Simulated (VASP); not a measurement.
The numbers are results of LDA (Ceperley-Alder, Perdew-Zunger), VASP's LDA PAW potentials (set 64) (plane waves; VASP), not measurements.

VASP input:

### KPOINTS
```
Automatic mesh
0
Gamma
5 5 5
0 0 0
```

**POSCAR**
```
BaTiO3
1
    3.9526207423     0.0000000000     0.0000000000
    0.0000000000     3.9526207423     0.0000000000
    0.0000000000     0.0000000000     3.9526207423
Ba Ti O
1 1 3
Direct
  0.0000000000   0.0000000000   0.0000000000
  0.5000000000   0.5000000000   0.5000000000
  0.5000000000   0.0000000000   0.5000000000
  0.0000000000   0.5000000000   0.5000000000
  0.5000000000   0.5000000000   0.0000000000
```

### INCAR
```
ENCUT  =  520
LASPH  =  .True.
LCHARG  =  .False.
PREC  =  Accurate
SYSTEM  =  BaTiO3
NELM  =  100
SIGMA  =  0.05   ! width (eV)
ALGO  =  Normal   ! blocked Davidson
LMAXMIX  =  4   ! l cut-off of mixed one-centre charges
LREAL  =  .False.
ISIF  =  2   ! forces and stress, cell fixed
LWAVE  =  .False.
NSW  =  30
ISMEAR  =  0
EDIFF  =  1E-8   ! SCF stop (eV)
IBRION  =  1   ! quasi-Newton
EDIFFG  =  -0.001
```

POTCAR, in this order: Ba_sv Ti_sv O (LDA.64 set). Program: vasp_std.

Unless said otherwise, spin-orbit coupling is left out, though it shifts the bands of the heavy elements here.

Q: Predict the energy per atom (σ→0), band gap (on the k-mesh).

A: 
```json
{
  "energy per atom (σ→0)": "-8.831 eV/atom",
  "band gap (on the k-mesh)": "1.82 eV"
}
```

### OSZICAR
```
...
DAV:  13    -0.441533833724E+02   -0.42620E-04   -0.11500E-03   664   0.258E-01    0.667E-02
DAV:  14    -0.441533082086E+02    0.75164E-04   -0.44538E-04   616   0.142E-01    0.203E-02
DAV:  15    -0.441533081363E+02    0.72323E-07   -0.19865E-05   624   0.331E-02    0.575E-03
DAV:  16    -0.441533080447E+02    0.91531E-07   -0.96273E-07   616   0.695E-03    0.449E-03
DAV:  17    -0.441533078494E+02    0.19533E-06   -0.15269E-06   624   0.127E-02    0.149E-03
DAV:  18    -0.441533078219E+02    0.27484E-07   -0.29089E-07   624   0.449E-03    0.772E-04
DAV:  19    -0.441533078185E+02    0.34215E-08   -0.18890E-08   376   0.123E-03
   1 F= -.44153308E+02 E0= -.44153308E+02  d E =-.441533E+02
```

The compound is BaTiO3 in the cubic perovskite structure, the ideal cubic form; the compound distorts at low or room temperature. It was relaxed first. The start is the result of an earlier pass.
